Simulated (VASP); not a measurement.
VASP runs on TiO₂ (atoms displaced from the space group 136 structure) share one base input (PBEsol GGA, plane waves, VASP's PBE PAW potentials (set 64)) and change the settings named in each case.

### KPOINTS
```
Automatic mesh
0
Gamma
  5 5 8
```

INCAR:
```
# general
SYSTEM   =  TiO2
PREC     =  Accurate
ENCUT    =  400
LREAL    =  .False.
LASPH    =  .True.

# electronic loop
EDIFF    =  1E-6
NELM     =  100
ALGO     =  Normal
LMAXMIX  =  4

# smearing
ISMEAR   =  0
SIGMA    =  0.01

# functional
GGA      =  PS

# ions
ISIF     =  2

# output
LWAVE    =  .False.
LCHARG   =  .False.
```

### POSCAR
```
TiO2
1
    4.5998400000     0.0000000000     0.0000000000
    0.0000000000     4.5998400000     0.0000000000
    0.0000000000     0.0000000000     2.9592100000
Ti O
2 4
Direct
  0.5032420000   0.5007170000  -0.0036300000
  0.0000510000   0.0027910000   0.5011720000
  0.6972060000   0.6976060000   0.4952650000
  0.3003060000   0.2970090000   0.5069020000
  0.8054900000   0.1982870000  -0.0081290000
  0.1937050000   0.8035900000   0.0084210000
```

POTCAR, in this order: Ti_sv O (PBE.64 set). Program: vasp_std.

| change | E(σ→0) (eV/atom) | pressure (GPa) | largest force (eV/Å) | −TS (eV) |
|---|---|---|---|---|
| base run | -9.3523 | -9.22 | 0.828 | 0.0000 |
| EDIFF = 1E-09, ENCUT = 560, KPOINTS 7×7×11 Γ-centred mesh | -9.3443 | ___ | ___ | 0.0000 |
| SIGMA = 0.272, KPOINTS 4×4×4 Γ-centred mesh shifted by (0.5, 0.5, 0.5) | -9.3546 | -9.25 | 0.839 | 0.0000 |
| ENCUT = 280, KPOINTS 8×8×8 Γ-centred mesh shifted by (0.5, 0.5, 0.5) | -9.4370 | -69.38 | 0.874 | 0.0000 |
| EDIFF = 1E-03, ENCUT = 240, ISMEAR = -1, SIGMA = 0.136, KPOINTS 6×6×6 Γ-centred mesh | -9.6369 | -123.58 | 0.939 | -0.0004 |
| ENCUT = 200, KPOINTS 4×4×4 Γ-centred mesh | -9.7910 | -210.55 | 1.248 | 0.0000 |
| ENCUT = 240, KPOINTS 3×3×3 Γ-centred mesh | -9.6569 | -120.82 | 0.873 | 0.0000 |

What belongs in the gaps?

- EDIFF = 1E-09, ENCUT = 560, KPOINTS 7×7×11 Γ-centred mesh, pressure (GPa): -2.48
- EDIFF = 1E-09, ENCUT = 560, KPOINTS 7×7×11 Γ-centred mesh, largest force (eV/Å): 0.831

Energies of different potentials or functionals have different zeros.  At 400 eV the pressure can carry a Pulay error.

Left out are runs that ran out of time, are held back, or changed the cell or the kind of run, fixed moments of cells without a moment, rows past the twelfth, gaps on odd meshes, pressures of charged cells and columns that move by less than the noise.

The structure comes from a computed database's TiO2 entry; how it stands against other phases isn't given here. The cell was not relaxed at this level, its atoms were moved at random.
